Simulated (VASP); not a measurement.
All values below come from AM05 GGA, VASP's PBE PAW potentials (set 64) (plane waves; VASP).

VASP ran on this input.

### POSCAR
```
Tb
3.5752810
  0.5000000288  -0.8660253294   0.0000000000
  0.5000000288   0.8660253294   0.0000000000
  0.0000000000   0.0000000000   1.5612467307
Tb
2
Direct
  0.3333330000   0.6666670000   0.2500000000
  0.6666670000   0.3333330000   0.7500000000
```

INCAR:
```
SYSTEM=Tb
PREC=Accurate; ENCUT=520; LREAL=.FALSE.
LASPH=.TRUE.
EDIFF=1E-7; NELM=100; ALGO=Normal
LMAXMIX=6
ISMEAR=-5
GGA=AM
ISIF=2
LWAVE=.FALSE.; LCHARG=.TRUE.; LORBIT=11
NEDOS=601
```

### KPOINTS
```
Automatic mesh
0
Gamma
13 13 8
0 0 0
```

POTCAR, in this order: Tb_3 (PBE.64 set). Program: vasp_std.

Output

File OUTCAR:
```
 ion  position               nearest neighbor table
   1  0.333  0.667  0.250-   2 3.47   2 3.47   2 3.47   2 3.47   2 3.47   2 3.47
   2  0.667  0.333  0.750-   1 3.47   1 3.47   1 3.47   1 3.47   1 3.47   1 3.47
  LATTYP: Found a hexagonal cell.
 ALAT       =     3.5752808210
 C/A-ratio  =     1.5612468089
 Subroutine PRICEL returns:
 Original cell was already a primitive cell.
 Subroutine GETGRP returns: Found 24 space group operations
The static configuration has the point symmetry D_3d.
 The point group associated with its full space group is D_6h.
The dynamic configuration has the point symmetry D_3d.
 Subroutine INISYM returns: Found 24 space group operations
 Subroutine IBZKPT returns following result:
 Found    105 irreducible k-points:

 Following reciprocal coordinates:
            Coordinates               Weight
  0.000000  0.000000  0.000000      1.000000
  0.076923  0.000000  0.000000      6.000000
  0.153846  0.000000  0.000000      6.000000
  0.230769  0.000000  0.000000      6.000000
  0.307692  0.000000  0.000000      6.000000
  0.384615  0.000000  0.000000      6.000000
  0.461538  0.000000  0.000000      6.000000
  0.076923  0.076923  0.000000      6.000000
  0.153846  0.076923  0.000000     12.000000
  0.230769  0.076923  0.000000     12.000000
  0.307692  0.076923  0.000000     12.000000
  0.384615  0.076923  0.000000     12.000000
  0.461538  0.076923  0.000000      6.000000
  0.153846  0.153846  0.000000      6.000000
  0.230769  0.153846  0.000000     12.000000
  0.307692  0.153846  0.000000     12.000000
  0.384615  0.153846  0.000000     12.000000
  0.230769  0.230769  0.000000      6.000000
  0.307692  0.230769  0.000000     12.000000
  0.384615  0.230769  0.000000      6.000000
  0.307692  0.307692  0.000000      6.000000
  0.000000  0.000000  0.125000      2.000000
...
```

File OSZICAR:
```
       N       E                     dE             d eps       ncg     rms          rms(c)
DAV:   1     0.432705278481E+02    0.43271E+02   -0.88844E+03  2738   0.124E+03
DAV:   2    -0.727216035233E+01   -0.50543E+02   -0.49443E+02  2865   0.264E+02
DAV:   3    -0.948539369126E+01   -0.22132E+01   -0.20796E+01  3690   0.319E+01
DAV:   4    -0.953227982601E+01   -0.46886E-01   -0.46551E-01  3126   0.470E+00
DAV:   5    -0.953340000367E+01   -0.11202E-02   -0.11138E-02  3772   0.592E-01    0.243E+01
DAV:   6    -0.952755824411E+01    0.58418E-02   -0.23900E-02  3200   0.128E+00    0.145E+01
DAV:   7    -0.953119250877E+01   -0.36343E-02   -0.43946E-02  3003   0.173E+00    0.206E-01
DAV:   8    -0.953075121449E+01    0.44129E-03   -0.22917E-03  3200   0.396E-01    0.644E-02
DAV:   9    -0.953073701776E+01    0.14197E-04   -0.24834E-04  3375   0.126E-01    0.338E-02
DAV:  10    -0.953073389076E+01    0.31270E-05   -0.30506E-05  3170   0.415E-02    0.324E-02
DAV:  11    -0.953073313842E+01    0.75234E-06   -0.37591E-06  3080   0.160E-02    0.203E-03
DAV:  12    -0.953073322887E+01   -0.90452E-07   -0.35213E-07  3285   0.494E-03
   1 F= -.95307332E+01 E0= -.95307332E+01  d E =0.000000E+00
```

File OUTCAR:
```
------------------------ aborting loop because EDIFF is reached ----------------------------------------
  FORCE on cell =-STRESS in cart. coord.  units (eV):
  Direction    XX          YY          ZZ          XY          YZ          ZX
  --------------------------------------------------------------------------------------
  Total       -0.0635623     -0.0635623      0.0395438      0.0000000     -0.0000000      0.0000000
  in kB       -1.6480761     -1.6480757      1.0253125      0.0000000     -0.0000000      0.0000000
  external PRESSURE =      -0.7569464 kB  Pullay stress =       0.0000000 kB
  volume of cell :       61.79
      direct lattice vectors                 reciprocal lattice vectors
     1.787640603 -3.096283906  0.000000000     0.279698279 -0.161483900  0.000000000
     1.787640603  3.096283906  0.000000000     0.279698279  0.161483900  0.000000000
     0.000000000  0.000000000  5.581895773     0.000000000  0.000000000  0.179150604
 POSITION                                       TOTAL-FORCE (eV/Angst)
 -----------------------------------------------------------------------------------
      1.78764      1.03210      1.39547         0.000000     -0.000000      0.000000
      1.78764     -1.03210      4.18642        -0.000000      0.000000      0.000000
 -----------------------------------------------------------------------------------
    total drift:                                0.000000      0.000106     -0.000011
  FREE ENERGIE OF THE ION-ELECTRON SYSTEM (eV)
  ---------------------------------------------------
  free  energy   TOTEN  =        -9.5307332289 eV

  energy  without entropy=       -9.5307332289  energy(sigma->0) =       -9.53073323

 total charge

# of ion       s       p       d       tot
------------------------------------------
    1        0.407   6.312   1.143   7.863
    2        0.407   6.312   1.143   7.863
--------------------------------------------------
tot          0.813  12.625   2.287  15.725
```
(Selected blocks of OUTCAR.)

The 4f electrons are frozen in the core of the lanthanide potential, so 4f levels, which can set the real gap, and their magnetism are missing. For a metal the tetrahedron method with Blöchl corrections gives inexact stress and forces.

The compound is Tb in the hcp structure. It was relaxed first.
